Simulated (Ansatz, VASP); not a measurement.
## ZnO (zincite): VASP beside Ansatz

Wanted: the spread between two codes on one cell, functional and k mesh. Of the first pair: The cell is taken from a series of runs on this material, whose earlier steps may have relaxed, scaled, displaced or heated it; both programs get it as it stands.

Program: Ansatz 0.2.0. Level of theory: plane waves, with VASP 6.6.1 beside it; relaxation of cell and atoms at PBE and single point at PBE. Results are calculated unless marked as measured.

### 1. Starting point

It takes space group P6_3mc (No. 186, hexagonal). Conventional cell: a = 3.280 Å, b = 3.280 Å, c = 5.294 Å, α = 90.00°, β = 90.00°, γ = 120.00°. O has 4 Zn at 2.00 to 2.01 Å nearest. Nearest to Zn lie 4 O at 2.00 to 2.01 Å. Farther neighbours and most contacts between anions are not listed.

As a file:

```
O Zn
1.0
     3.27995    0.00000    0.00000
    -1.63998    2.84052    0.00000
     0.00000    0.00000    5.29405
O Zn
2 2
Direct
  0.66667 0.33333 0.37904
  0.33333 0.66667 0.87904
  0.33333 0.66667 0.49997
  0.66667 0.33333 0.99997
```

### 2. VASP: relaxation of cell and atoms, PBE

The relaxed volume is the usual yardstick between codes: in a stiff, nearly cubic crystal its relative difference is about their pressure difference at one cell divided by the bulk modulus.

Lines of VASP's logs that name or quote its potential files are left out, and so is its time.

File INCAR:

```
SYSTEM = ZnO
PREC = Accurate
ENCUT = 600
EDIFF = 1E-07
NELM = 120
ISMEAR = 0
SIGMA = 0.01
LREAL = .FALSE.
ALGO = Normal
GGA = PE
NBANDS = 24
LORBIT = 11
LWAVE = .FALSE.
LCHARG = .FALSE.
ISIF = 3
IBRION = 2
NSW = 80
EDIFFG = -0.005
LASPH = .TRUE.
GGA_COMPAT = .FALSE.
NELMIN = 4
EFERMI = MIDGAP
KPAR = 2
```

File POSCAR:

```
ZnO
1.0
    3.2799520000      0.0000000000      0.0000000000
   -1.6399760000      2.8405220000      0.0000000000
    0.0000000000      0.0000000000      5.2940520000
O Zn
2 2
Direct
    0.6666667253      0.3333334507      0.3790387779
    0.3333332747      0.6666665493      0.8790385890
    0.3333332747      0.6666665493      0.4999712885
    0.6666667253      0.3333334507      0.9999712885
```

File KPOINTS:

```
Automatic mesh
0
Gamma
9 9 6
0 0 0
```

PAW data sets: O and Zn (PBE family, release 64).

Launch:

```bash
$ mpirun -np 2 vasp_std
```

Numbers of over 12 decimals in the logs are rounded to 6 here.

What it wrote:

```text
[banner, memory and clock lines left out]
running    2 mpi-ranks, on    1 nodes
 distrk:  each k-point on    1 cores,    2 groups
 distr:  one band on    1 cores,    1 groups

 POSCAR found type information on POSCAR O Zn
 POSCAR found :  2 types and       4 ions
 LDA part: xc-table for (Slater+PW92), standard interpolation
 POSCAR, INCAR and KPOINTS ok, starting setup
 FFT: planning ... GRIDC
 FFT: planning ... GRID_SOFT
 FFT: planning ... GRID
 WAVECAR not read
 entering main loop
       N       E                     dE             d eps       ncg     rms          rms(c)
DAV:   1     0.305529742892E+03    0.30553E+03   -0.20204E+04  2312   0.239E+03
DAV:   2     0.948103539816E+01   -0.29605E+03   -0.28071E+03  2576   0.452E+02
DAV:   3    -0.205994005472E+02   -0.30080E+02   -0.29843E+02  2568   0.148E+02
DAV:   4    -0.211038046390E+02   -0.50440E+00   -0.50404E+00  2688   0.203E+01
DAV:   5    -0.211069120371E+02   -0.31074E-02   -0.31074E-02  2592   0.151E+00    0.140E+01
DAV:   6    -0.177281059214E+02    0.33788E+01   -0.92405E+00  3968   0.680E+01    0.853E+00
DAV:   7    -0.179005168042E+02   -0.17241E+00   -0.27243E+00  2472   0.183E+01    0.510E+00
DAV:   8    -0.179150746038E+02   -0.14558E-01   -0.63867E-01  3360   0.793E+00    0.166E+00
DAV:   9    -0.178616103216E+02    0.53464E-01   -0.13160E-01  3520   0.684E+00    0.316E-01
DAV:  10    -0.178645710929E+02   -0.29608E-02   -0.43875E-02  2328   0.147E+00    0.141E-01
DAV:  11    -0.178645897910E+02   -0.18698E-04   -0.82052E-04  2592   0.252E-01    0.289E-02
DAV:  12    -0.178646283876E+02   -0.38597E-04   -0.61607E-05  2816   0.183E-01    0.228E-02
DAV:  13    -0.178646375279E+02   -0.91403E-05   -0.18986E-05  2864   0.900E-02    0.217E-02
DAV:  14    -0.178646304191E+02    0.71088E-05   -0.16015E-05  3280   0.497E-02    0.320E-03
DAV:  15    -0.178646303236E+02    0.95501E-07   -0.34189E-06  2480   0.149E-02    0.102E-03
DAV:  16    -0.178646302371E+02    0.86467E-07   -0.14162E-08  1584   0.150E-03
   1 F= -.17864630E+02 E0= -.17864630E+02  d E =-.178646E+02
 curvature:   0.00 expect dE= 0.000E+00 dE for cont linesearch  0.000E+00
 trial: gam= 0.00000 g(F)=  0.265E-07 g(S)=  0.153E-02 ort = 0.000E+00 (trialstep = 0.100E+01)
 search vector abs. value=  0.153E-02
 bond charge predicted
       N       E                     dE             d eps       ncg     rms          rms(c)
DAV:   1    -0.178867390408E+02   -0.22109E-01   -0.30438E-01  2728   0.105E+01    0.107E+00
DAV:   2    -0.178673917114E+02    0.19347E-01   -0.66416E-02  2864   0.532E+00    0.385E-01
DAV:   3    -0.178657015857E+02    0.16901E-02   -0.11405E-03  3096   0.103E+00    0.217E-01
DAV:   4    -0.178650279725E+02    0.67361E-03   -0.55337E-04  3512   0.415E-01    0.174E-02
DAV:   5    -0.178650397990E+02   -0.11827E-04   -0.17754E-04  2400   0.110E-01    0.842E-03
DAV:   6    -0.178650404524E+02   -0.65339E-06   -0.40531E-06  3096   0.404E-02    0.275E-03
DAV:   7    -0.178650413725E+02   -0.92011E-06   -0.88876E-07  2520   0.999E-03    0.130E-03
DAV:   8    -0.178650414884E+02   -0.11594E-06   -0.86161E-08  1328   0.458E-03    0.221E-04
DAV:   9    -0.178650414737E+02    0.14739E-07   -0.21580E-08  1208   0.207E-03
   2 F= -.17865041E+02 E0= -.17865041E+02  d E =-.411237E-03
 trial-energy change:   -0.000411  1 .order   -0.000432   -0.001525    0.000661
 step:   0.6853(harm=  0.6977)  dis= 0.00001  next Energy=   -17.865146 (dE=-0.516E-03)
 bond charge predicted
       N       E                     dE             d eps       ncg     rms          rms(c)
DAV:   1    -0.178673032465E+02   -0.22618E-02   -0.30076E-02  2728   0.329E+00    0.339E-01
DAV:   2    -0.178653763242E+02    0.19269E-02   -0.67346E-03  2816   0.171E+00    0.120E-01
DAV:   3    -0.178652120517E+02    0.16427E-03   -0.11110E-04  3080   0.299E-01    0.674E-02
DAV:   4    -0.178651479911E+02    0.64061E-04   -0.60401E-05  3528   0.131E-01    0.571E-03
DAV:   5    -0.178651491203E+02   -0.11292E-05   -0.17422E-05  2416   0.357E-02    0.262E-03
DAV:   6    -0.178651489742E+02    0.14605E-06   -0.41217E-07  2528   0.153E-02    0.999E-04
DAV:   7    -0.178651487345E+02    0.23972E-06   -0.14595E-07  1568   0.365E-03    0.531E-04
DAV:   8    -0.178651487609E+02   -0.26340E-07   -0.19294E-08  1184   0.125E-03
   3 F= -.17865149E+02 E0= -.17865149E+02  d E =-.518524E-03
 curvature:  -0.35 expect dE=-0.448E-08 dE for cont linesearch -0.144E-09
 trial: gam= 0.00053 g(F)=  0.972E-08 g(S)=  0.315E-08 ort =-0.794E-06 (trialstep = 0.937E+00)
 search vector abs. value=  0.126E-07
 reached required accuracy - stopping structural energy minimisation
```

From OUTCAR (step 2):

```text
ion  position               nearest neighbor table
   1  0.667  0.333  0.379-   3 2.00   3 2.00   3 2.00   4 2.01
   2  0.333  0.667  0.879-   4 2.00   4 2.00   4 2.00   3 2.01
   3  0.333  0.667  0.500-   1 2.00   1 2.00   1 2.00   2 2.01
   4  0.667  0.333  1.000-   2 2.00   2 2.00   2 2.00   1 2.01

  LATTYP: Found a hexagonal cell.
 ALAT       =     3.2799520000
 C/A-ratio  =     1.6140638643

 Subroutine GETGRP returns: Found 12 space group operations
 (whereof  6 operations were pure point group operations)

The static configuration has the point symmetry C_3v.
 The point group associated with its full space group is C_6v.

 Found     48 irreducible k-points:

   k-points           NKPTS =     48   k-points in BZ     NKDIM =     48   number of bands    NBANDS=     24

   dimension x,y,z NGX =    28 NGY =   28 NGZ =   42
   dimension x,y,z NGXF=    56 NGYF=   56 NGZF=   84

   ENCUT  =  600.0 eV  44.10 Ry    6.64 a.u.   6.55  6.55 10.57*2*pi/ulx,y,z

   NELECT =      36.0000    total number of electrons

 k-points in reciprocal lattice and weights: Automatic mesh
   0.00000000  0.00000000  0.00000000       0.002
   0.11111111  0.00000000  0.00000000       0.012
   0.22222222  0.00000000  0.00000000       0.012
   0.33333333  0.00000000  0.00000000       0.012
   0.44444444  0.00000000  0.00000000       0.012
   0.11111111  0.11111111  0.00000000       0.012
   0.22222222  0.11111111  0.00000000       0.025
   0.33333333  0.11111111  0.00000000       0.025
   0.44444444  0.11111111  0.00000000       0.012
[...]
0.33333333  0.22222222  0.50000000       0.025
   0.33333333  0.33333333  0.50000000       0.004

 average (electrostatic) potential at core
       1 -73.3751       2 -73.3751       3 -36.1138       4 -36.1138

 E-fermi :   1.2062

 k-point     1 :       0.0000    0.0000    0.0000
  band No.  band energies     occupation
    ...
     14       0.0992      2.00000
     15       0.0992      2.00000
     16       0.7693      2.00000
     17       0.8460      2.00000
     18       0.8460      2.00000
     19       1.5664      0.00000
     20       5.9192      0.00000
     21       8.9001      0.00000
     22      13.5468      0.00000
     23      13.5468      0.00000
    ...

 k-point     2 :       0.1111    0.0000    0.0000
  band No.  band energies     occupation
    ...
     14      -0.3340      2.00000
     15      -0.0559      2.00000
     16       0.1436      2.00000
     17       0.6921      2.00000
     18       0.7629      2.00000
     19       2.4288      0.00000
     20       6.4061      0.00000
     21       8.9041      0.00000
     22      12.3975      0.00000
     23      13.6527      0.00000
    ...

 k-point     3 :       0.2222    0.0000    0.0000
  band No.  band energies     occupation
    ...
     14      -1.3070      2.00000
     15      -0.6570      2.00000
     16      -0.4473      2.00000
     17       0.4531      2.00000
     18       0.5419      2.00000
     19       3.6805      0.00000
     20       7.4292      0.00000
     21       8.9001      0.00000
     22      10.7193      0.00000
     23      12.4935      0.00000
    ...

  Total       -0.0002980     -0.0002980      0.0002892      0.0000000      0.0000000     -0.0000000
  in kB       -0.0096302     -0.0096302      0.0093453      0.0000000      0.0000000     -0.0000000
  external PRESSURE =      -0.0033050 kB  Pullay stress =       0.0000000 kB

  energy-cutoff  :      600.00
  volume of cell :       49.58
      direct lattice vectors                 reciprocal lattice vectors
     3.285553612  0.000000000  0.000000000     0.304362710  0.175723877 -0.000000000
    -1.642776806  2.845373140 -0.000000000     0.000000000  0.351447754  0.000000000
     0.000000000  0.000000000  5.302919215    -0.000000000  0.000000000  0.188575379

 POSITION                                       TOTAL-FORCE (eV/Angst)
 -----------------------------------------------------------------------------------
      1.64278      0.94846      2.01000        -0.000000      0.000000      0.000224
      0.00000      1.89692      4.66146         0.000000     -0.000000      0.000224
      0.00000      1.89692      2.65132         0.000000     -0.000000     -0.000224
      1.64278      0.94846      5.30278         0.000000      0.000000     -0.000224
 -----------------------------------------------------------------------------------
    total drift:                                0.000000     -0.000416      0.000781

  FREE ENERGIE OF THE ION-ELECTRON SYSTEM (eV)
  ---------------------------------------------------
  free  energy   TOTEN  =       -17.8651487609 eV

  energy  without entropy=      -17.8651487609  energy(sigma->0) =      -17.86514876

 reached required accuracy - stopping structural energy minimisation

 total charge
# of ion       s       p       d       tot
------------------------------------------
    1        1.547   3.438   0.000   4.985
    2        1.547   3.438   0.000   4.985
    3        0.447   0.454   9.891  10.791
    4        0.447   0.454   9.891  10.791
--------------------------------------------------
tot          3.987   7.783  19.781  31.552

[... 3 further parts left out ...]
```

### 3. Ansatz: relaxation of cell and atoms, PBE

Ansatz runs on its PAW soft_1 files.

The same cell, functional and mesh now go to Ansatz, which takes its cutoff from its data sets.

File input.yaml:

```yaml
crystal:
  lattice:
    - [3.2799520221, 0.0, 0.0]
    - [-1.6399760111, 2.8405217744, 0.0]
    - [0.0, 0.0, 5.2940517524]
  atoms:
    - { symbol: O, position: [0.6666666667, 0.3333333333, 0.3790387014] }
    - { symbol: O, position: [0.3333333333, 0.6666666667, 0.8790387014] }
    - { symbol: Zn, position: [0.3333333333, 0.6666666667, 0.4999712986] }
    - { symbol: Zn, position: [0.6666666667, 0.3333333333, -2.87014e-05] }
kpoints:
  mp_grid: { grid: [9, 9, 6] }
hamiltonian:
  xc: pbe
  pseudopotentials: { kind: paw, azcp: { folder: soft_1 } }
scf:
  occupations: { method: fixed }
output:
  forces: true
  stress: true
  eigenvalues: true
relax:
  adjacent_minimum: "off"
  f_tol: 0.001
  max_steps: 60
  cell: { stress_tol: 0.01 }
```

Launch:

```bash
$ ansatz run input.yaml --threads 4 --pin off --max-ram 16384MiB --backend cpu --events-out ev --progress --plain --runs-dir out
```

What it wrote:

```text
Engine: ansatz 0.2.0, aarch64-unknown-linux-gnu
Pseudopotentials: kind: paw
Pseudopotential: O, paw, valence charge 6, recommended cutoff 420 eV (normal), soft_1/O.paw.azcp
Pseudopotential: Zn, paw, valence charge 12, recommended cutoff 420 eV (normal), soft_1/Zn.paw.azcp
Functional definition: PBE
  parameter kappa = 0.804
  parameter beta = 0.066725
  exchange = pbe_x(kappa = kappa, mu = beta*pi^2/3)
  correlation = pbe_c(beta = beta)
Crystal: 4 atoms, lattice volume = 49.323 Å³
Basis set: ecut = 420 eV, 989 PW (Γ), exchange–correlation on 48×48×72 points (8 copies of the dense FFT grid, shifted against one another)
Bands: 22, of which v1, the nominal top of the filled ones, is band 18 counted from 1 (17 counted from 0)
Symmetry: 12 space group operations
Space group: P63mc (ITA 186), of the structure as read, at distance tolerance 3.7e-5 Å
k-points: 48 of 486 (time reversal used)
Non-local potential: O, projectors of the file, l = 0: 2, l = 1: 2, l = 2: 1
Non-local potential: Zn, projectors of the file, l = 0: 2, l = 1: 2, l = 2: 3, l = 3: 1
PAW form: soft (Blöchl's): semilocal exchange-correlation on the pseudo side does not see the compensation charge
PAW one-centre angular grid: O, 110 points (default); XC on 64 Gauss nodes
PAW one-centre angular grid: Zn, 590 points (default); XC on 64 Gauss nodes
Initial density: superposition of atomic densities (chi_scale 0.1, normalization cell, long waves kept (reshape's long-wave potential 0.00 eV rms))
Initial wavefunctions: pseudopotential atomic-orbital guess
Functional: x = pbe(κ = 0.804, μ = 0.219515), c = pbe(β = 0.066725)
SCF iter   1: F=—  HF=-7774.647484 eV  |F-HF|=—  |Δ(HF+E_count)|=         —  Δρ=1.08e-1  dr2=3.08e0  ethr=3.10e-3  ⟨swp⟩=4.5  Hψ=4782  notcnv=0  defer=82
preconditioner: auto → Resta (q_TF=auto, 2.589 Å⁻¹)  ε∞=6.4  [insulator: Δε(μ)=1.114 eV  Ē_g=13.656 eV  n_scr=22 (ndim 8)  ℏωp=31.7 eV  f_vac=0.001  ε∞_Penn≈6.4]
SCF iter   2: F=—  HF=-7773.806029 eV  |F-HF|=—  |Δ(HF+E_count)|=   8.41e-1  Δρ=2.28e-2  dr2=2.37e-1  ethr=3.10e-3  ⟨swp⟩=2.2  Hψ=2381  notcnv=0  defer=39
SCF iter   3: F=—  HF=-7773.700651 eV  |F-HF|=—  |Δ(HF+E_count)|=   1.05e-1  Δρ=1.85e-2  dr2=1.36e-1  ethr=6.58e-4  ⟨swp⟩=2.0  Hψ=2311  notcnv=0  defer=89
SCF iter   4: F=—  HF=-7773.693271 eV  |F-HF|=—  |Δ(HF+E_count)|=   7.38e-3  Δρ=7.23e-3  dr2=1.39e-2  ethr=3.77e-4  ⟨swp⟩=2.0  Hψ=1920  notcnv=0  defer=96
SCF iter   5: F=—  HF=-7773.703470 eV  |F-HF|=—  |Δ(HF+E_count)|=   1.02e-2  Δρ=2.11e-3  dr2=1.42e-3  ethr=3.86e-5  ⟨swp⟩=2.8  Hψ=2365  notcnv=0  defer=96
SCF iter   6: F=—  HF=-7773.703799 eV  |F-HF|=—  |Δ(HF+E_count)|=   3.29e-4  Δρ=8.19e-4  dr2=2.67e-4  ethr=3.95e-6  ⟨swp⟩=2.9  Hψ=1917  notcnv=0  defer=96
SCF iter   7: F=—  HF=-7773.703889 eV  |F-HF|=—  |Δ(HF+E_count)|=   9.03e-5  Δρ=3.54e-4  dr2=3.80e-5  ethr=7.43e-7  ⟨swp⟩=2.0  Hψ=2001  notcnv=0  defer=96
SCF iter   8: F=—  HF=-7773.703972 eV  |F-HF|=—  |Δ(HF+E_count)|=   8.31e-5  Δρ=4.88e-5  dr2=1.31e-6  ethr=1.06e-7  ⟨swp⟩=2.0  Hψ=1827  notcnv=0  defer=10
SCF iter   9: F=-7773.703975 eV  HF=-7773.703975 eV  |F-HF|=6.61e-8  |Δ(HF+E_count)|=   2.69e-6  Δρ=1.16e-5  dr2=5.83e-8  ethr=2.78e-10  ⟨swp⟩=6.2  Hψ=6024  notcnv=0
SCF 1 converged in 9 iterations: F = -7773.703975 eV  dr2 = 5.83e-8
  greatest PAW one-centre occupation: 0.987 electrons in one spin orbital (limit 2), on the Zn atom at site 3 (counted from 0), in its partial waves of l = 2
relax step   1: F+E_penalty+E_count = -7773.70397468 eV  Δ(F+E_penalty+E_count) = +0.000e0 eV  max|allowed force component| = 4.180e-4 eV/Å  Δτ_max = 0.0000 Å  P = +0.002 GPa  Ω = 49.323 Å³  (9 SCF iters, dr2 threshold 1.00e-7 eV, accepted)
Initial density: handed on by an earlier stage of this run
Initial wavefunctions: pseudopotential atomic-orbital guess (no wavefunctions were taken with the density)
iter 1 solved again at ethr=1.89e-7 eV; its pass at ethr=3.10e-3 eV (dr2=6.79e-5 eV) is discarded
SCF iter   1: F=—  HF=-7773.703900 eV  |F-HF|=—  |Δ(HF+E_count)|=         —  Δρ=1.43e-5  dr2=6.76e-8  ethr=1.89e-7  ⟨swp⟩=3.0  Hψ=7679  notcnv=0  defer=96
preconditioner: auto → Resta (q_TF=auto, 2.589 Å⁻¹)  ε∞=7.5  [insulator: Δε(μ)=0.740 eV  Ē_g=12.451 eV  n_scr=22 (ndim 8)  ℏωp=31.7 eV  f_vac=0.042  ε∞_Penn≈7.5]
SCF iter   2: F=—  HF=-7773.703975 eV  |F-HF|=—  |Δ(HF+E_count)|=   7.43e-5  Δρ=6.48e-6  dr2=2.56e-8  ethr=1.88e-10  ⟨swp⟩=2.5  Hψ=2071  notcnv=0  defer=84
SCF iter   3: F=—  HF=-7773.703975 eV  |F-HF|=—  |Δ(HF+E_count)|=   2.58e-8  Δρ=4.75e-6  dr2=1.25e-8  ethr=7.12e-11  ⟨swp⟩=2.0  Hψ=1701  notcnv=0  defer=84
SCF iter   4: F=—  HF=-7773.703975 eV  |F-HF|=—  |Δ(HF+E_count)|=   1.91e-8  Δρ=2.25e-6  dr2=1.76e-9  ethr=3.46e-11  ⟨swp⟩=2.0  Hψ=1823  notcnv=0  defer=84
SCF iter   5: F=—  HF=-7773.703975 eV  |F-HF|=—  |Δ(HF+E_count)|=  7.77e-10  Δρ=8.34e-7  dr2=1.46e-10  ethr=4.89e-12  ⟨swp⟩=2.0  Hψ=1822  notcnv=0  defer=84
SCF iter   6: F=—  HF=-7773.703975 eV  |F-HF|=—  |Δ(HF+E_count)|=  1.16e-10  Δρ=3.76e-7  dr2=3.55e-11  ethr=1.00e-12  ⟨swp⟩=2.0  Hψ=1922  notcnv=0  defer=84
SCF iter   7: F=—  HF=-7773.703975 eV  |F-HF|=—  |Δ(HF+E_count)|=  7.28e-12  Δρ=7.56e-8  dr2=2.70e-12  ethr=1.00e-12  ⟨swp⟩=1.0  Hψ=1056  notcnv=0  defer=84
SCF iter   8: F=-7773.703975 eV  HF=-7773.703975 eV  |F-HF|=9.09e-13  |Δ(HF+E_count)|=    0.00e0  Δρ=1.73e-8  dr2=1.02e-13  ethr=1.00e-12  ⟨swp⟩=8.6  Hψ=5593  notcnv=0
SCF 2 converged in 8 iterations: F = -7773.703975 eV  dr2 = 1.02e-13
  greatest PAW one-centre occupation: 0.987 electrons in one spin orbital (limit 2), on the Zn atom at site 2 (counted from 0), in its partial waves of l = 2
relax step   2: F+E_penalty+E_count = -7773.70397470 eV  Δ(F+E_penalty+E_count) = -1.912e-8 eV  max|allowed force component| = 4.081e-4 eV/Å  Δτ_max = 0.0000 Å  P = +0.002 GPa  Ω = 49.323 Å³  stress off target by 8.40e-3 GPa  SCF on the basis re-selected at this cell (its energy is not comparable with the rows above)  (8 SCF iters)
basis re-selected at this cell: Δ(F+E_penalty+E_count) = -1.912e-8 eV, ΔP = -0.000 GPa vs the last step (what re-selecting the basis moved, of the pressure what is left beyond the Pulay correction that the steps carried, after the strain that the cell walked since its last selection, with what the two solves' SCF thresholds leave and, on support functions, any second-order correction that the steps lacked; it is no m [...]
SCF converged after 8 iterations
Free energy (F): -7773.703975 eV
Harris-Foulkes:  -7773.703975 eV  (|F-HF|=9.09e-13)
Internal energy: -7773.703975 eV  (E = F + TS)
E sigma→0 (E₀):  -7773.703975 eV
Fermi energy:    6.662014 eV
--- Per-component energies (eV) ---
  E_band       = 49.211992
  E_kinetic    = 628.076659
  E_local      = -4493.598629  (includes V_loc(G=0)·N_el)
  E_nonlocal   = 1755.652433
  E_hartree    = 1687.869555
  E_xc         = -297.802577
  E_vxc        = -281.843906  (∫ρ·V_xc dr)
  E_paw        = -4126.062179  (= ΣΔE_a)
  E_vpaw       = -934.814650  (= ΣTr[D̂ρ^β])
  E_aug_tail   = 0.000970  (compensation charges beyond the density's cutoff)
  E_ewald      = -2927.840206
  E_smearing   = -0.000000  (= −TS)
  E_closure    = 0.000000  (closes the sum)
  Σ components = -7773.703975   (vs F -7773.703975, Δ=0.00e0)
--- Forces (eV/Å), atoms counted from 1 ---
  atom   1  O     -0.00000000     0.00000000     0.00040733
  atom   2  O      0.00000000     0.00000000     0.00040733
  atom   3  Zn    -0.00000000     0.00000000    -0.00040881
  atom   4  Zn     0.00000000    -0.00000000    -0.00040881
  max |Σ_I F_I| component: 2.96e-6 eV/Å
--- Stress (GPa, compression-positive) ---
       -0.000920       0.000000       0.000000
       -0.000000      -0.000920       0.000000
        0.000000       0.000000       0.008402
  P = ⅓ Tr σ = 0.0022 GPa (0.022 kbar)
--- Band table (eV; the first three rows and the last of 48) ---
  k-point 0: bands = [... 14 lower, 5.9111, 6.5823, 6.6620, 6.6620, 7.4025, 11.7701, 14.7348, 19.4164]
  k-point 1: bands = [... 14 lower, 5.9625, 6.0191, 6.6130, 6.6130, 8.0489, 11.5359, 14.9467, 19.4224]
  k-point 2: bands = [... 14 lower, 6.1021, 6.1021, 6.4779, 6.4779, 9.0349, 10.9092, 15.5652, 17.9712]
  k-point 47: bands = [... 14 lower, 4.0847, 4.0847, 5.4769, 5.4769, 14.4584, 14.4584, 14.6243, 14.6243]
--- Relaxed structure (1 steps of the walk, 1 accepted, 1 SCFs on fresh bases) ---
  F+E_penalty+E_count = -7773.70397470 eV   max|allowed force component| = 4.081e-4 eV/Å   (the final SCF, on the basis selected at the relaxed cell)
  cell:  # Å, volume = 49.3235 Å³
    - [3.279952, 2.8867531625251145e-11, 0.0]
    - [-1.639976, 2.840522, 0.0]
    - [0.0, 0.0, 5.2940517524]
  atoms:
    - { symbol: O, position: [0.666667, 0.333333, 0.379039] }
    - { symbol: O, position: [0.333333, 0.666667, 0.879039] }
    - { symbol: Zn, position: [0.333333, 0.666667, 0.499971] }
    - { symbol: Zn, position: [0.666667, 0.333333, -2.8701399999999996e-5] }
```

Reading the cycles: dr2 is the Hartree energy of the density residual (eV), the measure of convergence; HF is the Harris–Foulkes estimate of the energy, which meets the free energy F at convergence.

(Continued in part 2 of 2.)

[Lines on the potential files, build, host, timing and source positions are cut from VASP's logs without a mark.]

[Logs are printed without paths, hosts, clocks, repeated set-up lines and the standing remarks that a program may print on its own settings, such as how far it seeks lower states.]

[Hosts, paths, dates, database ids (printed as entryN), source tags and the programs' standing remarks are cut or masked in the printed files.]
